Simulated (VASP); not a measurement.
Input for VASP

File KPOINTS:
```
K-points
0
gamma
  8 8 8
0 0 0
```

POSCAR:
```
BaO
1
    0.0000000000     2.7653571700     2.7653571700
    2.7653571700     0.0000000000     2.7653571700
    2.7653571700     2.7653571700    -0.0000000000
Ba O
1 1
Direct
  0.0000000000   0.0000000000   0.0000000000
  0.5000000000   0.5000000000   0.5000000000
```

**INCAR**
```
SYSTEM=BaO
PREC=Accurate; ENCUT=520; LREAL=.FALSE.
LASPH=.TRUE.
EDIFF=1E-6; NELM=100; ALGO=Normal
LMAXMIX=4
ISMEAR=0; SIGMA=0.05
GGA=PS
IBRION=2; NSW=60; ISIF=3
EDIFFG=-0.01
LWAVE=.FALSE.; LCHARG=.FALSE.
```

POTCAR, in this order: Ba_sv O (PBE.64 set). Program: vasp_std.

Problem. Translate this PBEsol calculation to Ansatz.

Solution. One equivalent input (not run):
Ansatz 0.2 input:
```yaml
crystal:
  lattice:
    - [0.0000000, 2.7653572, 2.7653572]
    - [2.7653572, 0.0000000, 2.7653572]
    - [2.7653572, 2.7653572, 0.0000000]
  atoms:
    - { symbol: Ba, position: [0.0000000, 0.0000000, 0.0000000] }
    - { symbol: O, position: [0.5000000, 0.5000000, 0.5000000] }
kpoints:
  mp_grid: { grid: [8, 8, 8] }
hamiltonian:
  xc: pbesol
  pseudopotentials: { kind: paw }
scf:
  occupations: { method: gaussian, width: 0.05 }
  max_iter: 100
relax:
  max_steps: 60
  f_tol: 0.01
  cell: {}
output: { forces: true, stress: true, eigenvalues: true }
```
Limits of the translation: each code has its own PAW files, so the cut-off isn't converted (ENCUT is set for VASP's; basis.ecutwfc is left out, and Ansatz then takes the one that its files recommend); Ansatz stops its SCF on the density residual and VASP on the energy change (EDIFF).

The structure was generated: BaO was put into the rock salt type (Fm-3m), which need not be its known phase. This run relaxes it. Symmetry was kept, so distortions that lower it aren't found. The start is the result of an earlier pass.
